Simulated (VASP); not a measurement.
All values below come from LDA (Ceperley-Alder, Perdew-Zunger), VASP's LDA PAW potentials (set 64) (plane waves; VASP 6.6.1).

A VASP calculation is set up with these files.

File KPOINTS:
```
Automatic mesh
0
Gamma
18 18 18
0 0 0
```

### INCAR
```
# general
SYSTEM=Al
PREC  =Accurate
ENCUT =400
LREAL =.False.
LASPH =.True.

# electronic loop
EDIFF =1E-7
NELM  =100
ALGO  =Normal

# smearing
ISMEAR=-5

# ions
ISIF  =2

# output
LWAVE =.False.
LCHARG=.True.
LORBIT=11
NEDOS =601
```

File POSCAR:
```
Al
1
    0.0000000000     1.9901423089     1.9901423089
    1.9901423089     0.0000000000     1.9901423089
    1.9901423089     1.9901423089     0.0000000000
Al
1
Direct
  0.0000000000   0.0000000000   0.0000000000
```

POTCAR, in this order: Al (LDA.64 set). Program: vasp_std.

What VASP printed:

OUTCAR:
```
 ion  position               nearest neighbor table
   1  0.000  0.000  0.000-
  LATTYP: Found a face centered cubic cell.
 ALAT       =     3.9802846178
 Subroutine PRICEL returns:
 Original cell was already a primitive cell.
 Subroutine GETGRP returns: Found 48 space group operations
The static configuration has the point symmetry O_h .
The dynamic configuration has the point symmetry O_h .
 Subroutine INISYM returns: Found 48 space group operations
 Subroutine IBZKPT returns following result:
 Found    195 irreducible k-points:

 Following reciprocal coordinates:
            Coordinates               Weight
  0.000000  0.000000  0.000000      1.000000
  0.055556  0.000000  0.000000      8.000000
  0.111111  0.000000  0.000000      8.000000
  0.166667  0.000000  0.000000      8.000000
  0.222222  0.000000  0.000000      8.000000
  0.277778  0.000000  0.000000      8.000000
  0.333333  0.000000  0.000000      8.000000
  0.388889  0.000000  0.000000      8.000000
  0.444444  0.000000  0.000000      8.000000
  0.500000  0.000000  0.000000      4.000000
...
```

### OSZICAR
```
       N       E                     dE             d eps       ncg     rms          rms(c)
DAV:   1    -0.265496123634E+01   -0.26550E+01   -0.77294E+02  2300   0.259E+02
DAV:   2    -0.420805843382E+01   -0.15531E+01   -0.15304E+01  2560   0.273E+01
DAV:   3    -0.422189154986E+01   -0.13833E-01   -0.14052E-01  2595   0.270E+00
DAV:   4    -0.422191654275E+01   -0.24993E-04   -0.25748E-04  2640   0.115E-01
DAV:   5    -0.422191660145E+01   -0.58707E-07   -0.59421E-07  2700   0.472E-03    0.146E+00
DAV:   6    -0.420378048281E+01    0.18136E-01   -0.23555E-03  2270   0.309E-01    0.820E-01
DAV:   7    -0.419212544372E+01    0.11655E-01   -0.59519E-03  2290   0.482E-01    0.171E-01
DAV:   8    -0.419211254110E+01    0.12903E-04   -0.30482E-05  2580   0.553E-02    0.128E-02
DAV:   9    -0.419211359398E+01   -0.10529E-05   -0.20670E-07  2530   0.311E-03    0.114E-03
DAV:  10    -0.419211366243E+01   -0.68448E-07   -0.26808E-09  1760   0.491E-04
   1 F= -.41921137E+01 E0= -.41921137E+01  d E =0.000000E+00
```

### OUTCAR
```
------------------------ aborting loop because EDIFF is reached ----------------------------------------
  FORCE on cell =-STRESS in cart. coord.  units (eV):
  Direction    XX          YY          ZZ          XY          YZ          ZX
  --------------------------------------------------------------------------------------
  Total       -0.0061870     -0.0061870     -0.0061870     -0.0000000      0.0000000      0.0000000
  in kB       -0.6287968     -0.6287968     -0.6287968     -0.0000000      0.0000000      0.0000000
  external PRESSURE =      -0.6287968 kB  Pullay stress =       0.0000000 kB
  volume of cell :       15.76
      direct lattice vectors                 reciprocal lattice vectors
     0.000000000  1.990142309  1.990142309    -0.251238315  0.251238315  0.251238315
     1.990142309  0.000000000  1.990142309     0.251238315 -0.251238315  0.251238315
     1.990142309  1.990142309  0.000000000     0.251238315  0.251238315 -0.251238315
 POSITION                                       TOTAL-FORCE (eV/Angst)
 -----------------------------------------------------------------------------------
      0.00000      0.00000      0.00000         0.000000      0.000000      0.000000
 -----------------------------------------------------------------------------------
    total drift:                               -0.000000     -0.000000      0.000000
  FREE ENERGIE OF THE ION-ELECTRON SYSTEM (eV)
  ---------------------------------------------------
  free  energy   TOTEN  =        -4.1921136624 eV

  energy  without entropy=       -4.1921136624  energy(sigma->0) =       -4.19211366

 total charge

# of ion       s       p       d       tot
------------------------------------------
    1        0.436   0.365   0.000   0.801
```
(Selected blocks of OUTCAR.)

For a metal the tetrahedron method with Blöchl corrections gives inexact stress and forces.

The compound is Al in the fcc structure. It was relaxed first, which changed the volume by -5 %.
